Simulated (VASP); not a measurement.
A cell of Os (hcp) near equilibrium:

```yaml
crystal:
  lattice:
    - [1.37757, -2.38602, 0.00000]
    - [1.37757, 2.38602, 0.00000]
    - [0.00000, 0.00000, 4.34116]
  atoms:
    - { symbol: Os, position: [0.33333, 0.66667, 0.25000] }
    - { symbol: Os, position: [0.66667, 0.33333, 0.75000] }
```

All values below come from PBE GGA, VASP's PBE PAW potentials (set 64) (plane waves; VASP).

```json
[
 {"run": "as it is", "ΔE (meV/atom)": "0.0", "σxx": "0.11", "σyy": "0.11", "σzz": "0.13", "largest shear component, with its sign (GPa)": "0.00", "largest force (eV/Å)": "0.000"},
 {"run": "after one change", "ΔE (meV/atom)": "18.2", "σxx": "-12.56", "σyy": "-6.71", "σzz": "-14.30", "largest shear component, with its sign (GPa)": "0.00", "largest force (eV/Å)": "0.001"}
]
```
Stress is in GPa, positive when the cell is compressed.

### Question
Which change was made?
A) isotropic strain of +1.0 %
B) biaxial strain of +1.5 % in the xz plane with the ions relaxed
C) atom 1 (Os) moved by 0.050 Å along y
D) isotropic strain of -4.0 %

### Answer
B, biaxial strain of +1.5 % in the xz plane with the ions relaxed

The compound is Os in the hcp structure.
